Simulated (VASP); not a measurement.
An input for Quantum ESPRESSO's pw.x (written as the equivalent of a VASP run, and not itself run):

```
&CONTROL
  calculation = 'vc-relax'
  pseudo_dir = './pseudo'
  outdir = './out'
  tprnfor = .true.
  tstress = .true.
  nstep = 60
  forc_conv_thr = 0.00039
/
&SYSTEM
  ibrav = 0
  nat = 1
  ntyp = 1
  ecutwfc = 46
  occupations = 'smearing'
  smearing = 'methfessel-paxton'
  degauss = 0.00735
  input_dft = 'pbesol'
/
&ELECTRONS
  conv_thr = 7.3e-08
  electron_maxstep = 100
/
&IONS
/
&CELL
/
ATOMIC_SPECIES
  Rb 85.468 Rb.upf
CELL_PARAMETERS angstrom
    -2.7874384    2.7874384    2.7874384
     2.7874384   -2.7874384    2.7874384
     2.7874384    2.7874384   -2.7874384
ATOMIC_POSITIONS crystal
  Rb   0.0000000  0.0000000  0.0000000
K_POINTS automatic
  8 8 8 0 0 0
```

Write the VASP files for the same calculation (PBEsol).

One answer among several that fit: 
### INCAR
```
# general
SYSTEM =Rb
PREC   =Accurate
ENCUT  =400   # plane-wave cut-off (eV)
LREAL  =.False.   # projection in real space or not
LASPH  =.True.   # aspherical one-centre terms

# electronic loop
EDIFF  =1E-6
NELM   =100   # most electronic steps
ALGO   =Normal
LMAXMIX=4   # l cut-off of mixed one-centre charges

# smearing
ISMEAR =1   # Methfessel-Paxton
SIGMA  =0.1   # width (eV)

# functional
GGA    =PS   # PBEsol

# ions
IBRION =2   # conjugate gradients
NSW    =60   # most ionic steps
ISIF   =3   # ions, shape and volume
EDIFFG =-0.01

# output
LWAVE  =.False.
LCHARG =.False.
```

KPOINTS:
```
K-points
0
gamma
 8 8 8
```

### POSCAR
```
Rb
1
   -2.7874384333     2.7874384333     2.7874384333
    2.7874384333    -2.7874384333     2.7874384333
    2.7874384333     2.7874384333    -2.7874384333
Rb
1
Direct
  0.0000000000   0.0000000000   0.0000000000
```

POTCAR, in this order: Rb_sv (PBE.64 set). Program: vasp_std.

The two are equivalent in intent, not identical: the potentials are each code's own (VASP's PAW set, PseudoDojo norm-conserving files in pw.x), so ENCUT and ecutwfc are chosen apart and not converted; conv_thr bounds pw.x's estimated SCF error, while EDIFF bounds the energy change between steps; forc_conv_thr acts on force components and is met together with etot_conv_thr.

The compound is Rb in the bcc structure. It was relaxed first. The start is the result of an earlier pass.
